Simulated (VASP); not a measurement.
Data:

```
CELL_PARAMETERS angstrom
      1.64730    -2.85321     0.00000
      1.64730     2.85321     0.00000
      0.00000     0.00000     5.25300
ATOMIC_POSITIONS crystal
  Zr 0.33333 0.66667 0.25000
  Zr 0.66667 0.33333 0.75000
```

All values below come from PBE GGA, VASP's PBE PAW potentials (set 64) (plane waves; VASP). Numerical set-up: 400 eV cut-off, 12×12×6 Γ-centred mesh, first-order Methfessel-Paxton smearing of 0.10 eV, potentials Zr_sv.

Give the stress tensor in GPa (positive for a compressed cell).

```
-4.71   0.00   0.00
 0.00  -4.71   0.00
 0.00   0.00  -4.85
```
The pressure is its mean diagonal, -4.75 GPa.

The compound is Zr in the hcp structure. The cell was not relaxed at this level.
